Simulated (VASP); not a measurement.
Ta3N: changing the dispersion correction

The cell as given:

Space group P-3m1 (No. 164). a = 3.032 Å, b = 3.032 Å, c = 7.524 Å, α = 90.00°, β = 90.00°, γ = 120.00°
```csv
atom,site,symmetry,x,y,z
Ta,2d,3m.,0.6667,0.3333,0.8261
Ta,1b,-3m.,0.0000,0.0000,0.5000
N,1a,-3m.,0.0000,0.0000,0.0000
```

The cell comes from a database or a generator and needn't be the stable form of this composition.

Kept alike: task relaxation of cell and atoms; functional BLYP; k mesh 7 × 7 × 3; occupations fermi-dirac, width 0.05 eV; no spin polarisation. Program: VASP, PBE PAW files N, Ta_pv, 600 eV. The mesh is that of the run's cell of 4 atoms. No spin-orbit coupling.

| dispersion correction | volume (Å³/atom) | first edge of the run's cell (Å) | third edge of the run's cell (Å) |
| --- | --- | --- | --- |
| D3(zero) | 14.635 | 2.971 | 7.660 |
| D3(BJ) | 14.546 | 2.966 | 7.636 |
| D4 | 15.084 | 3.007 | 7.706 |
| none | 15.477 | 3.033 | 7.773 |

The relaxations keep at least the cell's symmetry (P-3m1). For a metal such a mesh leaves the last digits unconverged. Relaxations stop with a little pressure left, so the last digits of a volume or edge aren't settled. All rows use potentials made for PBE.

What does the dispersion correction change here?

The volume runs from 14.546 (D3(BJ)) to 15.477 Å³/atom (none). Against no correction: D3(zero) -5.4 %; D3(BJ) -6.0 %; D4 -2.5 %. Dispersion terms mostly attract and so lower the volume; the schemes' coefficients and damping set how far. The first edge of the run's cell runs from 2.966 (D3(BJ)) to 3.033 Å (none). The third edge of the run's cell runs from 7.636 (D3(BJ)) to 7.773 Å (none).
